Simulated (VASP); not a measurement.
Runs of VASP 6.6.1 on RbYMg6. The structure is orthorhombic, space group Amm2 (No. 38). Conventional cell: a = 5.472 Å, b = 7.057 Å, c = 11.765 Å, α = 90.00°, β = 90.00°, γ = 90.00°. Around Y (site symmetry mm2) lie 10 Mg at 3.25 to 3.61 Å and 2 Rb at 3.62 Å. Rb (site symmetry mm2) is surrounded by 10 Mg at 3.37 to 3.53 Å and 2 Y at 3.62 Å. Mg (site symmetry mm2) is surrounded by 10 Mg at 3.33 to 3.44 Å and 2 Rb at 3.53 Å. Around Mg (site symmetry m) lie 2 Y at 3.28 Å and 8 Mg at 3.32 to 3.74 Å and 2 Rb at 3.37 to 3.50 Å. Around Mg (site symmetry mm2) lie 10 Mg at 3.41 to 3.44 Å and 2 Y at 3.53 Å. Around Mg (site symmetry m) lie 2 Y at 3.25 to 3.61 Å and 7 Mg at 3.31 to 3.43 Å and 2 Rb at 3.40 Å. The cell comes from a database or a generator and needn't be the stable form of this composition.

```csv
task,level,potentials or basis,cutoff (eV),smearing,gap on the mesh (eV),pressure (GPa),largest force (eV/Å)
single point,LDA,"VASP PAW LDA potentials, release 64 (Y_sv, Rb_pv, Mg)",500,gaussian 0.02 eV,none,-2.1,0.14
single point,PBE,"VASP PAW PBE potentials, release 64 (Y_sv, Rb_sv, Mg)",520,fermi-dirac 0.05 eV,none,(a),0.14
single point,PBE+D3,"VASP PAW PBE potentials, release 64 (Y_sv, Rb_pv, Mg)",500,tetrahedron,none,-0.7,0.16
electrostatic potential,AM05,"VASP PAW PBE potentials, release 64 (Y_sv, Rb_sv, Mg)",520,tetrahedron,none,-0.7,0.14
```

Alike in all rows: no spin polarisation; cell as given; k mesh 5 × 5 × 5.

**Question.** Estimate the missing entries.

**Answer.** (a) 0.1.

Caveats: pairwise dispersion overbinds metals, which lowers pressure and volume (some runs); the PAW data sets were made with another functional, which shifts forces and pressure a little (some runs).

A k mesh can miss the band edges, and the runs leave out spin-orbit coupling on Rb, Y.

A gap of «none» marks a metal or a gap under the smearing width.

Not every run made on this cell is shown here.
